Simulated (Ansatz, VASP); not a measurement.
# LuHg: VASP beside Ansatz

Wanted: the spread between two codes on one cell, functional and k mesh. The cell is taken from a series of runs on this material, whose earlier steps may have relaxed, scaled, displaced or heated it; both programs get it as it stands.

Method: plane waves, with VASP 6.6.1 beside it; relaxation of cell and atoms at PBEsol, in Ansatz 0.2.0.

## (1) Set-up

It takes space group Pm-3m (No. 221, cubic). The conventional cell has a = 3.590 Å, b = 3.590 Å, c = 3.590 Å, α = 90.00°, β = 90.00°, γ = 90.00°. Lu has 8 Hg at 3.11 Å nearest. Hg has 8 Lu at 3.11 Å nearest. Farther neighbours are not listed.

As a file:

```xyz
2
Lattice="3.5896 0.0000 0.0000 0.0000 3.5896 0.0000 0.0000 0.0000 3.5896" Properties=species:S:1:pos:R:3 pbc="T T T"
Lu    1.7948    1.7948    1.7948
Hg    0.0000    0.0000    0.0000
```

## (2) VASP: relaxation of cell and atoms, PBEsol

The relaxed volume is the usual yardstick between codes: in a stiff, nearly cubic crystal its relative difference is about their pressure difference at one cell divided by the bulk modulus.

Lines of VASP's logs that name or quote its potential files are left out, and so is its time.

The input, INCAR:

```
SYSTEM = LuHg
PREC = Accurate
ENCUT = 500
EDIFF = 1E-07
NELM = 120
ISMEAR = 1
SIGMA = 0.2
LREAL = .FALSE.
ALGO = Normal
GGA = PS
NBANDS = 16
LORBIT = 11
LWAVE = .FALSE.
LCHARG = .FALSE.
ISIF = 3
IBRION = 2
NSW = 80
EDIFFG = -0.005
LASPH = .TRUE.
GGA_COMPAT = .FALSE.
NELMIN = 4
KPAR = 2
```

The input, POSCAR:

```
LuHg
1.0
    3.5896150000      0.0000000000      0.0000000000
    0.0000000000      3.5896150000      0.0000000000
    0.0000000000      0.0000000000      3.5896150000
Lu Hg
1 1
Direct
    0.5000001393      0.5000001393      0.5000001393
    0.0000000000      0.0000000000      0.0000000000
```

The input, KPOINTS:

```
Automatic mesh
0
Gamma
12 12 12
0 0 0
```

PAW data sets: Lu_3 and Hg (PBE family, release 64).

Run with:

```console
mpirun -np 2 vasp_std
```

Numbers of over 12 decimals in the logs are rounded to 6 here.

Output:

```text
[banner, memory and clock lines left out]
running    2 mpi-ranks, on    1 nodes
 distrk:  each k-point on    1 cores,    2 groups
 distr:  one band on    1 cores,    1 groups

 POSCAR found type information on POSCAR LuHg
 POSCAR found :  2 types and       2 ions
|                                                                             |
|               ----> ADVICE to this user running VASP <----                  |
|                                                                             |
|     You enforced a specific xc type in the INCAR file but a different       |
|     [... a line on the potential file left out ...]
|     I HOPE YOU KNOW WHAT YOU ARE DOING!                                     |
|                                                                             |

 LDA part: xc-table for (Slater+PW92), standard interpolation
 POSCAR, INCAR and KPOINTS ok, starting setup
 FFT: planning ... GRIDC
 FFT: planning ... GRID_SOFT
 FFT: planning ... GRID
 WAVECAR not read
 entering main loop
       N       E                     dE             d eps       ncg     rms          rms(c)
DAV:   1     0.942043118992E+02    0.94204E+02   -0.98531E+03  4024   0.142E+03
DAV:   2    -0.476933622146E+01   -0.98974E+02   -0.95561E+02  4184   0.490E+02
DAV:   3    -0.694851117923E+01   -0.21792E+01   -0.21691E+01  3928   0.603E+01
DAV:   4    -0.696104809822E+01   -0.12537E-01   -0.12526E-01  3448   0.285E+00
DAV:   5    -0.696127616914E+01   -0.22807E-03   -0.22806E-03  3976   0.408E-01    0.235E+01
DAV:   6    -0.661437341895E+01    0.34690E+00   -0.10979E+00  3880   0.111E+01    0.132E+01
DAV:   7    -0.658972617154E+01    0.24647E-01   -0.94242E-02  4432   0.363E+00    0.353E+00
DAV:   8    -0.658910654548E+01    0.61963E-03   -0.78239E-03  4296   0.129E+00    0.182E-01
DAV:   9    -0.658894161529E+01    0.16493E-03   -0.73915E-04  3792   0.382E-01    0.634E-02
DAV:  10    -0.658894420418E+01   -0.25889E-05   -0.12958E-04  4000   0.133E-01    0.210E-02
DAV:  11    -0.658894490437E+01   -0.70019E-06   -0.13581E-05  4000   0.493E-02    0.305E-02
DAV:  12    -0.658894465806E+01    0.24631E-06   -0.27276E-06  4416   0.226E-02    0.181E-03
DAV:  13    -0.658894467916E+01   -0.21100E-07   -0.11850E-07  1800   0.350E-03
   1 F= -.65889447E+01 E0= -.65898548E+01  d E =-.658894E+01
 curvature:   0.00 expect dE= 0.000E+00 dE for cont linesearch  0.000E+00
 trial: gam= 0.00000 g(F)=  0.000E+00 g(S)=  0.614E-03 ort = 0.000E+00 (trialstep = 0.100E+01)
 search vector abs. value=  0.614E-03
 bond charge predicted
       N       E                     dE             d eps       ncg     rms          rms(c)
DAV:   1    -0.659747629417E+01   -0.85316E-02   -0.16835E-01  3344   0.684E+00    0.778E-01
DAV:   2    -0.658985739878E+01    0.76189E-02   -0.23159E-02  4064   0.172E+00    0.216E-01
DAV:   3    -0.658920577910E+01    0.65162E-03   -0.13801E-03  4136   0.442E-01    0.159E-01
DAV:   4    -0.658903722558E+01    0.16855E-03   -0.58170E-04  4408   0.377E-01    0.393E-02
DAV:   5    -0.658903344400E+01    0.37816E-05   -0.42960E-05  4200   0.741E-02    0.241E-02
DAV:   6    -0.658903409152E+01   -0.64752E-06   -0.10515E-05  3920   0.353E-02    0.569E-03
DAV:   7    -0.658903385760E+01    0.23392E-06   -0.40292E-07  3464   0.723E-03    0.183E-03
DAV:   8    -0.658903387896E+01   -0.21356E-07   -0.29077E-08  1480   0.293E-03
   2 F= -.65890339E+01 E0= -.65899676E+01  d E =-.891998E-04
 trial-energy change:   -0.000089  1 .order   -0.000082   -0.000614    0.000450
 step:   0.5869(harm=  0.5773)  dis= 0.00000  next Energy=    -6.589126 (dE=-0.182E-03)
 bond charge predicted
       N       E                     dE             d eps       ncg     rms          rms(c)
DAV:   1    -0.659056270370E+01   -0.15288E-02   -0.28712E-02  3344   0.282E+00    0.327E-01
DAV:   2    -0.658927473036E+01    0.12880E-02   -0.38879E-03  4080   0.702E-01    0.923E-02
DAV:   3    -0.658915980930E+01    0.11492E-03   -0.23059E-04  4144   0.183E-01    0.689E-02
DAV:   4    -0.658912753013E+01    0.32279E-04   -0.97934E-05  4384   0.155E-01    0.163E-02
DAV:   5    -0.658912645680E+01    0.10733E-05   -0.82083E-06  4240   0.318E-02    0.939E-03
DAV:   6    -0.658912597101E+01    0.48579E-06   -0.22545E-06  3792   0.165E-02    0.219E-03
DAV:   7    -0.658912596103E+01    0.99758E-08   -0.81129E-08  1592   0.408E-03
   3 F= -.65891260E+01 E0= -.65900505E+01  d E =-.181282E-03
 curvature:  -0.29 expect dE=-0.134E-06 dE for cont linesearch -0.134E-06
 trial: gam= 0.00000 g(F)=  0.477E-49 g(S)=  0.465E-06 ort =-0.169E-04 (trialstep = 0.917E+00)
 search vector abs. value=  0.465E-06
 reached required accuracy - stopping structural energy minimisation
```

Parts of OUTCAR (step 2):

```text
ion  position               nearest neighbor table
   1  0.500  0.500  0.500-   2 3.11   2 3.11   2 3.11   2 3.11   2 3.11   2 3.11   2 3.11   2 3.11

  LATTYP: Found a simple cubic cell.
 ALAT       =     3.5896150000

 Subroutine GETGRP returns: Found 48 space group operations
 (whereof 48 operations were pure point group operations)

The static configuration has the point symmetry O_h .

 Found     84 irreducible k-points:

   k-points           NKPTS =     84   k-points in BZ     NKDIM =     84   number of bands    NBANDS=     16

   dimension x,y,z NGX =    28 NGY =   28 NGZ =   28
   dimension x,y,z NGXF=    56 NGYF=   56 NGZF=   56

   ENCUT  =  500.0 eV  36.75 Ry    6.06 a.u.   6.54  6.54  6.54*2*pi/ulx,y,z

   NELECT =      21.0000    total number of electrons

 k-points in reciprocal lattice and weights: Automatic mesh
   0.00000000  0.00000000  0.00000000       0.001
   0.08333333  0.00000000  0.00000000       0.003
   0.16666667  0.00000000  0.00000000       0.003
   0.25000000  0.00000000  0.00000000       0.003
   0.33333333  0.00000000  0.00000000       0.003
   0.41666667  0.00000000  0.00000000       0.003
   0.50000000  0.00000000  0.00000000       0.002
   0.08333333  0.08333333  0.00000000       0.007
   0.16666667  0.08333333  0.00000000       0.014
[...]
0.50000000  0.50000000  0.41666667       0.003
   0.50000000  0.50000000  0.50000000       0.001

 average (electrostatic) potential at core
       1 -31.8967       2 -39.9584

 E-fermi :   3.9792

 k-point     1 :       0.0000    0.0000    0.0000
  band No.  band energies     occupation
    ...
      5      -4.1100      2.00000
      6      -4.1100      2.00000
      7      -3.4009      2.00000
      8      -3.4009      2.00000
      9      -3.4009      2.00000
     10       4.4315     -0.00629
     11       4.4315     -0.00629
     12       8.5144      0.00000
     13       8.5144      0.00000
     14       8.5147      0.00000
    ...

 k-point     2 :       0.0833    0.0000    0.0000
  band No.  band energies     occupation
    ...
      5      -4.0973      2.00000
      6      -4.0688      2.00000
      7      -3.4111      2.00000
      8      -3.4111      2.00000
      9      -3.3956      2.00000
     10       4.3637     -0.02038
     11       4.4096     -0.00949
     12       7.5921     -0.00000
     13       7.5921     -0.00000
     14       7.9477     -0.00000
    ...

 k-point     3 :       0.1667    0.0000    0.0000
  band No.  band energies     occupation
    ...
      6      -3.9407      2.00000
      7      -3.4388      2.00000
      8      -3.4388      2.00000
      9      -3.3811      2.00000
     10       3.9488      1.25385
     11       4.3490     -0.02524
     12       6.7805     -0.00000
     13       6.7805     -0.00000
     14       7.2812     -0.00000
     15       8.4351      0.00000
    ...

  Total        0.0025359      0.0025359      0.0025359     -0.0000000      0.0000000     -0.0000000
  in kB        0.0881850      0.0881850      0.0881850     -0.0000000      0.0000000     -0.0000000
  external PRESSURE =       0.0881850 kB  Pullay stress =       0.0000000 kB

  energy-cutoff  :      500.00
  volume of cell :       46.07
      direct lattice vectors                 reciprocal lattice vectors
     3.584934413 -0.000000000  0.000000000     0.278945131  0.000000000 -0.000000000
    -0.000000000  3.584934413 -0.000000000     0.000000000  0.278945131  0.000000000
     0.000000000 -0.000000000  3.584934413     0.000000000  0.000000000  0.278945131

 POSITION                                       TOTAL-FORCE (eV/Angst)
 -----------------------------------------------------------------------------------
      1.79247      1.79247      1.79247        -0.000000      0.000000      0.000000
      0.00000      0.00000      0.00000         0.000000     -0.000000      0.000000
 -----------------------------------------------------------------------------------
    total drift:                               -0.000024     -0.000024     -0.000024

  FREE ENERGIE OF THE ION-ELECTRON SYSTEM (eV)
  ---------------------------------------------------
  free  energy   TOTEN  =        -6.5891259610 eV

  energy  without entropy=       -6.5918995894  energy(sigma->0) =       -6.59005050

 reached required accuracy - stopping structural energy minimisation

 total charge
# of ion       s       p       d       tot
------------------------------------------
    1        0.415   6.544   0.879   7.838
    2        0.891   0.554   9.194  10.639
--------------------------------------------------
tot          1.306   7.098  10.073  18.477

[... 3 further parts left out ...]
```

CONTCAR:

```
LuHg
   1.00000000000000
     3.5849344134324919   -0.0000000000000000    0.0000000000000000
    -0.0000000000000000    3.5849344134324919   -0.0000000000000000
     0.0000000000000000   -0.0000000000000000    3.5849344134324919
  Lu              Hg
     1     1
Direct
     0.5000001392999991    0.5000001392999991    0.5000001392999991
     0.0000000000000000    0.0000000000000000    0.0000000000000000
```

The data set Lu_3 holds the 4f electrons frozen in the core, so no f bands or f moments appear.

(Part 1 of 2 ends here.)

[Lines on the potential files, build, host, timing and source positions are cut from VASP's logs without a mark.]

[Logs are printed without paths, hosts, clocks, repeated set-up lines and the standing remarks that a program may print on its own settings, such as how far it seeks lower states.]

[Hosts, paths, dates, database ids (printed as entryN), source tags and the programs' standing remarks are cut or masked in the printed files.]
